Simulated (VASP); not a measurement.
OSZICAR of a VASP run on ZrZnNi4 (space group F-43m):

File OSZICAR:
```
       N       E                     dE             d eps       ncg     rms          rms(c)
DAV:   1     0.433141920711E+03    0.43314E+03   -0.20383E+04  2688   0.142E+03
DAV:   2    -0.528723255074E+01   -0.43843E+03   -0.41807E+03  2698   0.359E+02
DAV:   3    -0.403874996673E+02   -0.35100E+02   -0.33446E+02  3004   0.122E+02
DAV:   4    -0.418755773087E+02   -0.14881E+01   -0.14776E+01  4014   0.207E+01
DAV:   5    -0.418990263733E+02   -0.23449E-01   -0.23432E-01  3386   0.255E+00    0.296E+01
DAV:   6    -0.494749531392E+02   -0.75759E+01   -0.72041E+01  3168   0.103E+02    0.312E+01
DAV:   7    -0.375262526372E+02    0.11949E+02   -0.24227E+01  3102   0.105E+02    0.691E+00
DAV:   8    -0.380479787532E+02   -0.52173E+00   -0.63040E+00  3130   0.192E+01    0.536E+00
DAV:   9    -0.378127699207E+02    0.23521E+00   -0.68053E-01  3432   0.962E+00    0.138E+00
DAV:  10    -0.378090290608E+02    0.37409E-02   -0.57488E-02  3398   0.177E+00    0.554E-01
DAV:  11    -0.378083730208E+02    0.65604E-03   -0.51944E-03  3320   0.632E-01    0.399E-01
DAV:  12    -0.378080226001E+02    0.35042E-03   -0.70200E-04  3536   0.247E-01    0.102E-01
DAV:  13    -0.378080161763E+02    0.64239E-05   -0.23232E-04  3800   0.153E-01    0.442E-02
DAV:  14    -0.378080135876E+02    0.25886E-05   -0.44782E-05  2972   0.505E-02    0.276E-02
DAV:  15    -0.378080103329E+02    0.32547E-05   -0.67818E-06  3276   0.164E-02    0.153E-02
DAV:  16    -0.378080091478E+02    0.11851E-05   -0.12848E-06  1586   0.119E-02    0.511E-03
DAV:  17    -0.378080089348E+02    0.21300E-06   -0.51757E-07  1456   0.583E-03
   1 F= -.37808009E+02 E0= -.37798180E+02  d E =-.196586E-01  mag=     0.0002
```

### Question
Which electronic solver shows in the log?

### Answer
It is blocked Davidson (ALGO = Normal, or the opening steps of other solvers). The INCAR had ALGO = Normal.

### Question
How was spin treated?

### Answer
Collinear spin (ISPIN = 2): the summary line carries one mag value, 0.00 μB in the cell.

### Question
Can the final energy be trusted as converged?

### Answer
The run converged. It stopped with EDIFF = 1E-6, NELM = 100 (PBEsol GGA, plane waves, VASP's PBE PAW potentials (set 64)).

The structure comes from a measured ZrZnNi4 entry of the Crystallography Open Database, whose conditions weren't checked. The cell was not relaxed at this level.
